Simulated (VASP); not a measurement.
## Sb2Pd: structure and properties in VASP

How well does PBEsol reproduce what experiment finds for Sb2Pd? The cell is relaxed first, and properties follow on it. The steps: relaxing cell and atoms (PBEsol), density, ELF and potential (PBEsol), band structure (PBEsol), total and projected DOS (PBEsol), band structure (PBEsol + SOC), volume scan with PBEsol and fit for PBEsol. The start is a cell from a database of measured crystal structures.

Method: PBEsol; plane waves and PAW (Sb, Pd), in the first sound run; inputs show where later runs differ, in VASP 6.6.1.

**Measured values to reproduce.**

“Fermions and bosons in nonsymmorphic PdSb2 with sixfold degeneracy” (2019, arxiv:1904.08014) reports for PdSb2, pyrite-type cubic, by powder X-ray diffraction (crushed flux-grown single crystals, 300 K): lattice constant a (cubic lattice parameter) 6.464 Å [room-temperature powder XRD on crushed flux-grown crystals].

Report form: the programs' logs are mostly left out.

## Step 1: The starting structure

Before any relaxation, the start is as follows. The structure is cubic, space group Pa-3 (No. 205). The conventional cell has a = 6.458 Å, b = 6.458 Å, c = 6.458 Å, α = 90.00°, β = 90.00°, γ = 90.00°. Nearest to Sb lie 3 Pd at 2.67 Å and 1 Sb at 2.89 Å. Pd has 6 Sb at 2.67 Å nearest. Farther neighbours are not listed.

## Step 2: Relaxing cell and atoms (PBEsol)

Properties are meant for the cell that this level of theory prefers, so cell and atoms are relaxed first (ISIF = 3) until forces and stress are small; EDIFFG sets the threshold. PBEsol restores the gradient expansion of exchange and is tuned for the cells of solids.

Input file INCAR:

```
SYSTEM = Sb2Pd
PREC = Accurate
ENCUT = 400
EDIFF = 1E-06
NELM = 100
ISMEAR = 0
SIGMA = 0.05
LREAL = .FALSE.
ALGO = Normal
GGA = PS
NBANDS = 52
LASPH = .TRUE.
LORBIT = 11
LWAVE = .FALSE.
LCHARG = .FALSE.
KPAR = 8
IBRION = 2
NSW = 60
ISIF = 3
EDIFFG = -0.01
```

Input file POSCAR:

```
Sb2Pd
1.0
    6.4584000000      0.0000000000      0.0000000000
    0.0000000000      6.4584000000      0.0000000000
    0.0000000000      0.0000000000      6.4584000000
Sb Pd
8 4
Direct
    0.3710000000      0.3710000000      0.3710000000
    0.1290000000      0.6290000000      0.8710000000
    0.8710000000      0.1290000000      0.6290000000
    0.6290000000      0.8710000000      0.1290000000
    0.6290000000      0.6290000000      0.6290000000
    0.8710000000      0.3710000000      0.1290000000
    0.1290000000      0.8710000000      0.3710000000
    0.3710000000      0.1290000000      0.8710000000
    0.0000000000      0.0000000000      0.0000000000
    0.5000000000      0.0000000000      0.5000000000
    0.5000000000      0.5000000000      0.0000000000
    0.0000000000      0.5000000000      0.5000000000
```

Input file KPOINTS:

```
Automatic mesh
0
Gamma
4 4 4
0 0 0
```

Potentials, in the order of the species: Sb and Pd (PBE family, release 64).

Command:

```
mpirun -np 8 vasp_std
```

Run time: 2.3 min. Hardware: 8 MPI ranks of Intel Xeon Platinum 8259CL at 2.50GHz (Skylake/Cascade Lake), shared host; peak memory 2.8 GiB; 15 min of CPU time.

The k-mesh is coarse for a metal. The PAW data sets were made with PBE, which is usual practice but a small mismatch for other functionals. The run keeps the 24 symmetry operations of its start, so it cannot find a distortion of lower symmetry.

Relaxation path:

```csv
step,energy less that of the first step (eV),largest force (eV/Å),pressure (GPa),volume (Å³)
1,0.0000,0.1594,0.11,269.39
2,-0.0073,0.0773,-0.09,270.01
3,-0.0088,0.0086,-0.26,270.52
4,-0.0089,0.0156,-0.26,270.47
5,-0.0083,0.0270,0.35,269.00
6,-0.0094,0.0020,-0.01,269.85
```

```csv
"conventional cell, symmetrised",before,after,change
a (Å),6.458,6.462,+0.1 %
b (Å),6.458,6.462,+0.1 %
c (Å),6.458,6.462,+0.1 %
volume (Å³/atom),22.45,22.49,+0.2 %
```

The atoms that moved most (Å, as changes of fractional coordinates times the final cell):

```csv
atom,dx,dy,dz,length
Sb1,0.008,0.008,0.008,0.015
Sb2,-0.008,-0.008,0.008,0.015
Sb3,0.008,-0.008,-0.008,0.015
Sb4,-0.008,0.008,-0.008,0.015
Sb5,-0.008,-0.008,-0.008,0.015
Sb6,0.008,0.008,-0.008,0.015
Sb7,-0.008,0.008,0.008,0.015
Sb8,0.008,-0.008,0.008,0.015
```

Final coordinates:

```xyz
12
Lattice="6.4621 0.0000 0.0000 0.0000 6.4621 0.0000 0.0000 0.0000 6.4621" Properties=species:S:1:pos:R:3 pbc="T T T"
Sb    2.4058    2.4058    2.4058
Sb    0.8252    4.0563    5.6369
Sb    5.6369    0.8252    4.0563
Sb    4.0563    5.6369    0.8252
Sb    4.0563    4.0563    4.0563
Sb    5.6369    2.4058    0.8252
Sb    0.8252    5.6369    2.4058
Sb    2.4058    0.8252    5.6369
Pd    0.0000    0.0000    0.0000
Pd    3.2311    0.0000    3.2311
Pd    3.2311    3.2311    0.0000
Pd    0.0000    3.2311    3.2311
```

This step gave:

```yaml
electrons: 80
bands: 52
irreducible_k_points: 11
symmetry_operations: 24
free_energy_toten: -65.0253 eV
energy_at_zero_smearing: -65.0236 eV
fermi_energy: 8.713 eV
pressure: -0.005961 GPa
metallic: yes
scf_cycles_over_all_ionic_steps: 48
```

It ends with a largest force of 0.002 eV/Å and a pressure of -0.01 GPa. The volume lies +0.2 % from that of the database's start.

## Step 3: Density, ELF and potential (PBEsol)

The relaxed cell gets a fresh self-consistent run, on a basis set for its own volume, to fix the density and to check the remaining stress.

Edit INCAR of step 2 so:

```diff
@@ -14,7 +14,5 @@
 LWAVE = .FALSE.
-LCHARG = .FALSE.
-KPAR = 8
-IBRION = 2
-NSW = 60
-ISIF = 3
-EDIFFG = -0.01
+LCHARG = .TRUE.
+ISIF = 2
+LELF = .TRUE.
+LVHAR = .TRUE.
```

Input file POSCAR:

```
Sb2Pd
1.0
    6.4621170971      0.0000000000      0.0000000000
    0.0000000000      6.4621170971      0.0000000000
    0.0000000000      0.0000000000      6.4621170971
Sb Pd
8 4
Direct
    0.3722996310      0.3722996310      0.3722996310
    0.1277003690      0.6277003690      0.8722996310
    0.8722996310      0.1277003690      0.6277003690
    0.6277003690      0.8722996310      0.1277003690
    0.6277003690      0.6277003690      0.6277003690
    0.8722996310      0.3722996310      0.1277003690
    0.1277003690      0.8722996310      0.3722996310
    0.3722996310      0.1277003690      0.8722996310
    0.0000000000      0.0000000000      0.0000000000
    0.5000000000      0.0000000000      0.5000000000
    0.5000000000      0.5000000000      0.0000000000
    0.0000000000      0.5000000000      0.5000000000
```

KPOINTS is that of step 2.

Command:

```
mpirun -np 8 vasp_std
```

Run time: 32 s. Hardware: 8 MPI ranks; peak memory 1.1 GiB; 3.3 min of CPU time.

Numbers from this step:

| Quantity | Value |
| --- | --- |
| SCF cycles | 14 |
| bands | 56 |
| Fermi energy | 8.712 eV |
| pressure | 0.002623 GPa |

Valence electrons inside each PAW sphere by angular momentum. Sphere charges, by row:

```csv
atom,s (e),p (e),d (e),tot (e)
Sb1,1.174,1.178,0.052,2.404
Sb2,1.174,1.178,0.052,2.404
Sb3,1.174,1.178,0.052,2.404
Sb4,1.174,1.178,0.052,2.404
Sb5,1.174,1.178,0.052,2.404
Sb6,1.174,1.178,0.052,2.404
Sb7,1.174,1.178,0.052,2.404
Sb8,1.174,1.178,0.052,2.404
Pd9,0.509,0.617,8.522,9.648
Pd10,0.509,0.617,8.522,9.648
Pd11,0.509,0.617,8.522,9.648
Pd12,0.509,0.617,8.522,9.648
```

Valence density in the ac plane at fractional y = 0.000, with atoms of Pd within 0.2 Å of it. It is the smooth field of the valence electrons, not physical close to the nuclei.

Ten steps, logarithmic in the rise over the least value, from '0' (0.1 e/Å³) to '9' (5.6 e/Å³), each cell a mean:
```
986433334332222479
765333333321012357
543233333310001245
321123333210012333
210012333221122333
210001234332223333
321001356654333333
322112478885333334
333223579986433333
343333479986322223
333333467765210112
333333234543210012
333322122333210002
333221012333321112
443210002333332223
654210012333333356
875311123343333468
986422233333333579
```
Columns run along a (6.5 Å), rows up along c (6.5 Å). Atoms in or near the plane, at fractional coordinates: Pd at (0.00, 0.00), Pd at (0.50, 0.50).

Electrostatic potential energy in the ac plane at fractional y = 0.000, with atoms of Pd within 0.2 Å of it. With pseudopotentials it is smooth inside the atoms' cores, unlike the true potential.

Ten even steps from '0' (-64 eV) to '9' (3 eV), each cell a mean:
```
015898778999999830
247987447899999963
789987447899999997
999998778999999999
999999889999998888
999999999999997557
899999975468986446
999999841026997667
998999720004998888
877789830015999999
854589963247999999
854589998789999999
877789999999999999
998999999988899999
899999999865689999
568999999853589975
026999999875689841
005899989988899720
```
Columns run along a (6.5 Å; values clipped at the 3rd and 97th percentile), rows up along c (6.5 Å). Atoms in or near the plane, at fractional coordinates: Pd at (0.00, 0.00), Pd at (0.50, 0.50).

ELF in the ac plane at fractional y = 0.000, with atoms of Pd within 0.2 Å of it. It is the smooth field of the valence electrons, not physical close to the nuclei.

Values, 10 rows by 16 columns, each cell a mean:
```
0.06 0.15 0.28 0.45 0.68 0.73 0.76 0.80 0.76 0.61 0.42 0.33 0.29 0.27 0.25 0.07
0.29 0.27 0.29 0.51 0.71 0.77 0.77 0.72 0.58 0.32 0.14 0.14 0.29 0.40 0.39 0.33
0.46 0.25 0.17 0.27 0.49 0.64 0.65 0.56 0.40 0.25 0.22 0.36 0.58 0.71 0.73 0.65
0.64 0.38 0.18 0.15 0.24 0.31 0.31 0.25 0.24 0.27 0.30 0.52 0.72 0.77 0.77 0.74
0.80 0.70 0.55 0.45 0.36 0.28 0.21 0.03 0.01 0.10 0.27 0.40 0.62 0.69 0.75 0.81
0.80 0.78 0.74 0.71 0.58 0.34 0.23 0.09 0.05 0.16 0.28 0.27 0.31 0.37 0.52 0.70
0.68 0.75 0.78 0.75 0.62 0.38 0.26 0.28 0.30 0.36 0.40 0.35 0.20 0.12 0.20 0.46
0.48 0.62 0.66 0.58 0.37 0.20 0.20 0.36 0.57 0.70 0.73 0.66 0.47 0.26 0.22 0.31
0.23 0.29 0.32 0.29 0.19 0.15 0.27 0.53 0.71 0.76 0.77 0.76 0.64 0.38 0.27 0.26
0.01 0.10 0.28 0.30 0.41 0.49 0.62 0.76 0.82 0.78 0.72 0.67 0.53 0.31 0.19 0.03
```
Columns run along a (6.5 Å), rows up along c (6.5 Å). Atoms in or near the plane, at fractional coordinates: Pd at (0.00, 0.00), Pd at (0.50, 0.50).

In this run the pressure is 0.00 GPa, small enough to go on.

## Step 4: Band structure (PBEsol)

Levels along the symmetry lines show where the bands peak and cross; KPOINTS_OPT computes them in the converged potential.

Input file INCAR:

```
SYSTEM = Sb2Pd
PREC = Accurate
ENCUT = 400
EDIFF = 1E-06
NELM = 100
ISMEAR = 0
SIGMA = 0.05
LREAL = .FALSE.
ALGO = Normal
GGA = PS
NBANDS = 68
LASPH = .TRUE.
LORBIT = 11
LWAVE = .FALSE.
LCHARG = .FALSE.
KPAR = 8
```

POSCAR is that of step 3.

KPOINTS is that of step 3.

Input file KPOINTS_OPT:

```
Line mode
12
Line-mode
Reciprocal
  0.00000000   0.00000000   0.00000000 GAMMA
  0.00000000   0.50000000   0.00000000 X

  0.00000000   0.50000000   0.00000000 X
  0.50000000   0.50000000   0.00000000 M

  0.50000000   0.50000000   0.00000000 M
  0.00000000   0.00000000   0.00000000 GAMMA

  0.00000000   0.00000000   0.00000000 GAMMA
  0.50000000   0.50000000   0.50000000 R

  0.50000000   0.50000000   0.50000000 R
  0.00000000   0.50000000   0.00000000 X

  0.50000000   0.50000000   0.00000000 M
  0.50000000   0.50000000   0.50000000 R
```

Command:

```
mpirun -np 8 vasp_std
```

It took 1.9 min on 8 MPI ranks; peak memory 3.3 GiB.

Spin-orbit coupling is off here; with elements this heavy it splits and shifts levels by tenths of an eV or more.

Numbers from this step:

```
bands    : 68
pressure : 0.005972 GPa
```

The electronic bands at the labelled points (eV, zero at the Fermi level; # counts the bands kept):

```csv
point,#33,#34,#35,#36,#37,#38,#39,#40
Γ,-1.17,-0.50,-0.50,-0.50,-0.21,-0.21,-0.21,0.90
0.45 of the way,-1.42,-0.79,-0.67,-0.18,-0.11,0.01,0.39,0.99
X,-1.25,-1.25,-0.59,-0.59,0.52,0.52,1.32,1.32
0.55 of the way,-0.59,-0.59,-0.34,-0.34,0.77,0.77,1.11,1.11
M,-0.65,-0.65,-0.65,-0.65,1.55,1.55,1.55,1.55
0.55 of the way,-1.32,-1.05,-0.49,0.06,0.12,0.51,0.52,1.44
Γ,-1.17,-0.50,-0.50,-0.50,-0.21,-0.21,-0.21,0.90
0.45 of the way,-1.65,-0.85,-0.43,-0.43,0.51,1.11,1.11,1.57
R,-0.41,-0.41,-0.41,-0.41,-0.30,-0.30,-0.30,-0.30
0.45 of the way,-1.04,-1.04,-0.68,-0.68,0.83,0.83,1.39,1.39
X,-1.25,-1.25,-0.59,-0.59,0.52,0.52,1.32,1.32
jump to M,-0.65,-0.65,-0.65,-0.65,1.55,1.55,1.55,1.55
0.45 of the way,-0.65,-0.65,-0.65,-0.65,0.79,0.79,0.79,0.79
R,-0.41,-0.41,-0.41,-0.41,-0.30,-0.30,-0.30,-0.30
```

Of the projections kept (Sb, Pd), the largest for each band there; the rest of the weight can lie on other orbitals:

```csv
point,#33,#34,#35,#36,#37,#38,#39,#40
Γ,Sb 0.81,Pd 0.72,Pd 0.72,Pd 0.72,Sb 0.73,Sb 0.73,Sb 0.73,Sb 0.98
X,Pd 0.58,Pd 0.58,Sb 0.60,Sb 0.60,Pd 0.53,Pd 0.53,Sb 0.64,Sb 0.64
M,Sb 0.54,Sb 0.54,Sb 0.54,Sb 0.54,Sb 0.63,Sb 0.63,Sb 0.63,Sb 0.63
Γ,Sb 0.81,Pd 0.72,Pd 0.72,Pd 0.72,Sb 0.73,Sb 0.73,Sb 0.73,Sb 0.98
R,Sb 0.71,Sb 0.71,Sb 0.71,Sb 0.71,Pd 0.66,Pd 0.66,Pd 0.66,Pd 0.66
X,Pd 0.58,Pd 0.58,Sb 0.60,Sb 0.60,Pd 0.53,Pd 0.53,Sb 0.64,Sb 0.64
```

There is no gap at this level.

## Step 5: Total and projected DOS (PBEsol)

Here the states are counted by energy and projected on the atoms. The mesh is finer than in the run before.

Edit INCAR of step 4 so:

```diff
@@ -5,3 +5,3 @@
 NELM = 100
-ISMEAR = 0
+ISMEAR = -5
 SIGMA = 0.05
@@ -16 +16,2 @@
 KPAR = 8
+NEDOS = 2001
```

POSCAR is that of step 4.

Input file KPOINTS:

```
Automatic mesh
0
Gamma
6 6 6
0 0 0
```

Command:

```
mpirun -np 8 vasp_std
```

It took 47 s on 8 MPI ranks; peak memory 3.4 GiB.

With tetrahedra the forces and stress of a metal are not exact derivatives of the energy.

This step gave:

* SCF cycles: 16
* irreducible k-points: 24
* free energy (TOTEN): -64.9078 eV
* Fermi energy: 8.699 eV
* pressure: -0.1879 GPa
* DOS at the Fermi level: 3.251 states/eV/cell

The density of states has structure finer than the step of the table below, so its rows give means over 0.5 eV, whole bins alone (the curve runs from -12.0 to 2.77 eV). Peaks (eV: height): total -5.28: 23.3, -4.78: 30.9, -3.56: 34.6, -3.27: 49.5; Pd d -4.78: 17.2, -3.56: 27.3, -3.27: 41.5, -3.05: 8.47; Sb p -5.28: 4.55, -4.78: 4.52, -1.47: 3.15, -0.54: 4.02; Pd p -8.80: 0.668, -1.47: 0.896, -1.04: 0.951, -0.54: 1.47; Sb s -9.96: 4.46, -8.80: 10.5, -8.59: 6.23.

States under -12.0 eV and over 2.8 eV are left out. Table of density of states by energy, zero at the Fermi level; means over each step; values in states/eV/cell:

```csv
energy (eV),total,Pd d,Sb p,Pd p,Sb s,Pd s
-11.5,1.83,0.00671,0.0225,0.0236,0.847,0.123
-11.0,2.94,0.0274,0.0496,0.0591,1.40,0.148
-10.5,4.49,0.0960,0.0847,0.119,2.25,0.123
-10.0,5.86,0.302,0.104,0.131,3.08,0.0648
-9.5,0.124,0.00944,0.00319,9.8e-4,0.0585,0.00825
-9.0,7.57,0.567,0.136,0.194,3.90,0.252
-8.5,6.97,0.604,0.105,0.200,3.75,0.136
-8.0,1.05,0.0784,0.0224,0.0328,0.578,0.0248
-7.5,0.260,0.0126,0.00450,0.0110,0.152,0.00376
-7.0,0.00235,4.2e-5,0,9.8e-5,0.00144,1.0e-5
-6.5,0,0,0,0,0,0
-6.0,0,0,0,0,0,0
-5.5,7.13,2.13,1.41,0.132,0.106,0.377
-5.0,13.8,6.14,2.32,0.197,0.163,0.531
-4.5,13.0,7.92,1.70,0.139,0.0976,0.302
-4.0,14.1,8.76,1.37,0.244,0.269,0.334
-3.5,28.9,23.2,1.01,0.184,0.309,0.378
-3.0,10.8,7.60,0.708,0.246,0.229,0.303
-2.5,9.55,4.39,1.51,0.415,0.284,0.315
-2.0,7.31,2.57,1.52,0.450,0.199,0.129
-1.5,7.96,1.62,2.16,0.600,0.237,0.188
-1.0,6.58,0.918,1.95,0.643,0.185,0.136
-0.5,6.60,0.731,2.09,0.756,0.151,0.0710
0.0,3.08,0.484,0.905,0.318,0.120,0.0412
0.5,5.19,1.27,1.28,0.251,0.365,0.0785
1.0,5.08,1.14,1.31,0.213,0.371,0.0722
1.5,4.68,0.920,1.31,0.163,0.259,0.0558
2.0,6.39,1.26,1.95,0.192,0.284,0.0883
2.5,5.52,1.06,1.74,0.122,0.179,0.0627
```

The finer mesh and the other smearing move the Fermi level by -0.01 eV from the 4×4×4 run, a small shift, which tests the Fermi level alone. Of the states within 0.3 eV of the Fermi level, the largest shares in the PAW spheres are Sb p 29 %, Pd d 16 % and Pd p 10 %. The rest lies in smaller channels or between the spheres.

## Step 6: Band structure (PBEsol + SOC)

This step: PBEsol, spin-orbit coupling; plane waves and PAW (Sb, Pd) (VASP 6.6.1).

The mesh alone shows little of the dispersion and can miss band extrema, so KPOINTS_OPT adds a path through the symmetry points after the self-consistent cycle. Spin-orbit coupling needs spinors and the noncollinear program, where each band holds one electron.

Input file INCAR:

```
SYSTEM = Sb2Pd
PREC = Accurate
ENCUT = 400
EDIFF = 1E-06
NELM = 100
ISMEAR = 0
SIGMA = 0.05
LREAL = .FALSE.
ALGO = Normal
GGA = PS
LNONCOLLINEAR = .TRUE.
MAGMOM = 0 0 0 0 0 0 0 0 0 0 0 0 0 0 0 0 0 0 0 0 0 0 0 0 0 0 0 0 0 0 0 0 0 0 0 0
NBANDS = 104
GGA_COMPAT = .FALSE.
LASPH = .TRUE.
LSORBIT = .TRUE.
LMAXMIX = 4
LORBIT = 11
LWAVE = .FALSE.
LCHARG = .FALSE.
KPAR = 8
```

POSCAR is that of step 5.

Input file KPOINTS:

```
Automatic mesh
0
Gamma
4 4 4
0 0 0
```

KPOINTS_OPT is that of step 4.

Command:

```
mpirun -np 8 vasp_ncl
```

The job ended after 6.6 min (8 MPI ranks; peak memory 6.4 GiB; 53 min of CPU time).

Numbers from this step:

* SCF cycles: 15
* bands: 104
* irreducible k-points: 11
* free energy (TOTEN): -65.6535 eV
* energy at zero smearing: -65.6518 eV
* Fermi energy: 8.710 eV
* pressure: 0.06766 GPa

On-site spin-orbit energy by atom:

```csv
atom,on-site spin-orbit energy (eV)
Sb1,-0.124
Sb2,-0.124
Sb3,-0.124
Sb4,-0.124
Sb5,-0.124
Sb6,-0.124
Sb7,-0.124
Sb8,-0.124
Pd9,-0.070
Pd10,-0.070
Pd11,-0.070
Pd12,-0.070
```

Electronic bands along the path, in eV, zero at the Fermi level; # counts the bands kept:

```csv
point,#71,#72,#73,#74,#75,#76,#77,#78
Γ,-0.46,-0.46,-0.37,-0.37,-0.14,-0.14,-0.14,-0.14
0.45 of the way,-0.19,-0.19,-0.10,-0.10,0.02,0.02,0.40,0.40
X,-0.58,-0.58,0.53,0.53,0.53,0.53,1.30,1.30
0.55 of the way,-0.33,-0.33,0.77,0.77,0.77,0.77,1.10,1.10
M,-0.61,-0.61,1.50,1.50,1.50,1.50,1.53,1.53
0.55 of the way,0.03,0.03,0.12,0.12,0.51,0.51,0.55,0.55
Γ,-0.46,-0.46,-0.37,-0.37,-0.14,-0.14,-0.14,-0.14
0.45 of the way,-0.43,-0.43,0.49,0.49,1.08,1.08,1.12,1.12
R,-0.34,-0.34,-0.30,-0.30,-0.30,-0.30,-0.30,-0.30
0.45 of the way,-0.64,-0.64,0.80,0.80,0.85,0.85,1.36,1.36
X,-0.58,-0.58,0.53,0.53,0.53,0.53,1.30,1.30
jump to M,-0.61,-0.61,1.50,1.50,1.50,1.50,1.53,1.53
0.45 of the way,-0.61,-0.61,0.76,0.76,0.77,0.77,0.78,0.78
R,-0.34,-0.34,-0.30,-0.30,-0.30,-0.30,-0.30,-0.30
```

Of the projections kept (Sb, Pd), the largest for each band there; the rest of the weight can lie on other orbitals:

```csv
point,#71,#72,#73,#74,#75,#76,#77,#78
Γ,Pd 0.72,Pd 0.72,Sb 0.72,Sb 0.72,Sb 0.74,Sb 0.74,Sb 0.74,Sb 0.74
X,Sb 0.60,Sb 0.60,Pd 0.53,Pd 0.53,Pd 0.53,Pd 0.53,Sb 0.63,Sb 0.63
M,Sb 0.53,Sb 0.53,Sb 0.63,Sb 0.63,Sb 0.64,Sb 0.64,Sb 0.58,Sb 0.58
Γ,Pd 0.72,Pd 0.72,Sb 0.72,Sb 0.72,Sb 0.74,Sb 0.74,Sb 0.74,Sb 0.74
R,Sb 0.70,Sb 0.70,Pd 0.66,Pd 0.66,Pd 0.66,Pd 0.66,Pd 0.66,Pd 0.66
X,Sb 0.60,Sb 0.60,Pd 0.53,Pd 0.53,Pd 0.53,Pd 0.53,Sb 0.63,Sb 0.64
```

There is no gap at this level.

Of the bands kept, 10 cross the Fermi level on this path (spinor bands, one electron each).

## Step 7: Volume scan with PBEsol, volume scale 0.94

This step: PBEsol; plane waves and PAW (Sb, Pd) (VASP 6.6.1).

An equation of state needs energies on both sides of the minimum, all on one mesh and cutoff.

Input file INCAR:

```
SYSTEM = Sb2Pd
PREC = Accurate
ENCUT = 400
EDIFF = 1E-06
NELM = 100
ISMEAR = 0
SIGMA = 0.05
LREAL = .FALSE.
ALGO = Normal
GGA = PS
NBANDS = 52
LASPH = .TRUE.
LORBIT = 11
LWAVE = .FALSE.
LCHARG = .FALSE.
KPAR = 8
ISIF = 2
```

Edit POSCAR of step 6 so:

```diff
@@ -2,5 +2,5 @@
 1.0
-    6.4621170971      0.0000000000      0.0000000000
-    0.0000000000      6.4621170971      0.0000000000
-    0.0000000000      0.0000000000      6.4621170971
+    6.3302001412      0.0000000000      0.0000000000
+    0.0000000000      6.3302001412      0.0000000000
+    0.0000000000      0.0000000000      6.3302001412
 Sb Pd
```

KPOINTS is that of step 6.

Command:

```
mpirun -np 8 vasp_std
```

Run time: 24 s. Hardware: 8 MPI ranks; peak memory 2.5 GiB; 3.1 min of CPU time.

The scan keeps the cell's shape and the fractional positions fixed.

Numbers from this step:

```
SCF cycles              : 14
bands                   : 52
free energy (TOTEN)     : -64.6578 eV
energy at zero smearing : -64.6549 eV
Fermi energy            : 9.649 eV
pressure                : 7.501 GPa
```

The pressure here is 7.50 GPa.

## Step 8: Volume scan with PBEsol, volume scale 0.96

INCAR is that of step 7.

Edit POSCAR of step 7 so:

```diff
@@ -2,5 +2,5 @@
 1.0
-    6.3302001412      0.0000000000      0.0000000000
-    0.0000000000      6.3302001412      0.0000000000
-    0.0000000000      0.0000000000      6.3302001412
+    6.3747804842      0.0000000000      0.0000000000
+    0.0000000000      6.3747804842      0.0000000000
+    0.0000000000      0.0000000000      6.3747804842
 Sb Pd
```

KPOINTS is that of step 7.

Command:

```
mpirun -np 8 vasp_std
```

Run time: 24 s. Hardware: 8 MPI ranks; peak memory 2.5 GiB.

This step gave:

```
free energy (TOTEN)     : -64.8659 eV
energy at zero smearing : -64.8632 eV
Fermi energy            : 9.325 eV
pressure                : 4.697 GPa
```

The pressure falls from 7.50 to 4.70 GPa.

The run ends at a pressure of 4.70 GPa, with forces up to 0.052 eV/Å.

## Step 9: Volume scan with PBEsol, volume scale 0.98

INCAR is that of step 8.

Edit POSCAR of step 8 so:

```diff
@@ -2,5 +2,5 @@
 1.0
-    6.3747804842      0.0000000000      0.0000000000
-    0.0000000000      6.3747804842      0.0000000000
-    0.0000000000      0.0000000000      6.3747804842
+    6.4187458769      0.0000000000      0.0000000000
+    0.0000000000      6.4187458769      0.0000000000
+    0.0000000000      0.0000000000      6.4187458769
 Sb Pd
```

KPOINTS is that of step 8.

Command:

```
mpirun -np 8 vasp_std
```

Run time: 24 s. Hardware: 8 MPI ranks; peak memory 2.5 GiB.

The pressure falls from 4.70 to 2.21 GPa.

The run ends at a pressure of 2.21 GPa, with forces up to 0.028 eV/Å.

(Part 1 of 2 ends here.)

[Lines on the potential files, build, host, timing and source positions are cut from VASP's logs without a mark.]

[Logs are printed without paths, hosts, clocks, repeated set-up lines and the standing remarks that a program may print on its own settings, such as how far it seeks lower states.]

[Hosts, paths, dates, database ids (printed as entryN), source tags and the programs' standing remarks are cut or masked in the printed files.]

[A measured line is paired with the nearest computed mode of its activity, which favours agreement.]
